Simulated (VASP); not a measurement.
Input:

```xyz
2
Lattice="0.0000 3.3754 3.3754 3.3754 0.0000 3.3754 3.3754 3.3754 0.0000" Properties=species:S:1:pos:R:3 pbc="T T T"
Cd     0.0000     0.0000     0.0000
Te     1.6877     1.6877     1.6877
```

Calculation: PW91 GGA, VASP's PBE PAW potentials (set 64) (plane waves; VASP 6.6.1). Settings: 520 eV cut-off, 7×7×7 Γ-centred mesh, Gaussian smearing of 0.050 eV, potentials Cd Te.

Unless said otherwise, spin-orbit coupling is left out, though it shifts the bands of the heavy elements here.

**Question.** What does the run give for the energy per atom (σ→0), pressure, band gap (on the k-mesh) with the smallest direct gap where there is one?

**Answer.** 
```json
{
 "band gap (on the k-mesh)": "0.40 eV",
 "smallest direct gap (on the k-mesh)": "0.40 eV",
 "energy per atom (σ→0)": "-2.417 eV/atom",
 "pressure": "-18.0 kbar"
}
```

The compound is CdTe in the zinc blende structure. This cell is one point of a volume scan, at 1.06 of the reference volume.
